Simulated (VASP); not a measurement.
Level of theory: vdW-DF-cx, VASP's PBE PAW potentials (set 64) (plane waves; VASP).

The input files of a VASP run:

File KPOINTS:
```
Automatic mesh
0
Gamma
9 9 6
0 0 0
```

File POSCAR:
```
PtSe2
1.0
  1.8862792955  -3.2671318293   0.0000000000
  1.8862792955   3.2671318293   0.0000000000
  0.0000000000   0.0000000000   4.8894208576
Pt Se
1 2
direct
  0.0000000000   0.0000000000   0.0000000000
  0.3333330000   0.6666670000   0.2564063801
  0.6666670000   0.3333330000   0.7435936199
```

INCAR:
```
ALGO = Normal   ! blocked Davidson
LCHARG = .False.
LREAL = .False.
GGA = CX
EDIFF = 1E-6
ISMEAR = 1   ! Methfessel-Paxton
PREC = Accurate
ENCUT = 520
SIGMA = 0.1   ! width (eV)
LMAXMIX = 6   ! l cut-off of mixed one-centre charges
IBRION = 2
LWAVE = .False.
EDIFFG = -0.02   ! ionic stop
NSW = 60   ! most ionic steps
ISIF = 3   ! ions, shape and volume
AGGAC = 0.0
NELM = 100   ! most electronic steps
LASPH = .True.
LUSE_VDW = .True.
SYSTEM = PtSe2
```

POTCAR, in this order: Pt Se (PBE.64 set). Program: vasp_std.

Unless said otherwise, spin-orbit coupling is left out, though it shifts the bands of the heavy elements here.

Question: Estimate the energy per atom (σ→0), volume per atom, band gap (on the k-mesh).

Answer: 
```
Quantity                                                     Value
------------------------  ----------------------------------------
energy per atom (σ→0)                               -3.049 eV/atom
band gap (on the k-mesh)  none (metal, semimetal or under 0.01 eV)
volume per atom                                     20.02 Å^3/atom
```

### OSZICAR
```
...
       N       E                     dE             d eps       ncg     rms          rms(c)
DAV:   1    -0.914825147165E+01   -0.66097E-03   -0.91624E-02  1867   0.206E+00    0.192E-01
DAV:   2    -0.914780315786E+01    0.44831E-03   -0.41867E-03  2007   0.546E-01    0.848E-02
DAV:   3    -0.914766561482E+01    0.13754E-03   -0.33207E-04  2203   0.176E-01    0.453E-02
DAV:   4    -0.914762578004E+01    0.39835E-04   -0.16197E-04  1986   0.933E-02    0.173E-02
DAV:   5    -0.914762542711E+01    0.35293E-06   -0.11974E-05  2014   0.257E-02    0.729E-03
DAV:   6    -0.914762532553E+01    0.10158E-06   -0.11477E-06  1068   0.775E-03
  12 F= -.91476253E+01 E0= -.91476807E+01  d E =-.259755E-03
```

The compound is PtSe2 in the 1T layered structure. This run relaxes it. Symmetry was kept, so distortions that lower it aren't found. The start is the result of an earlier pass.
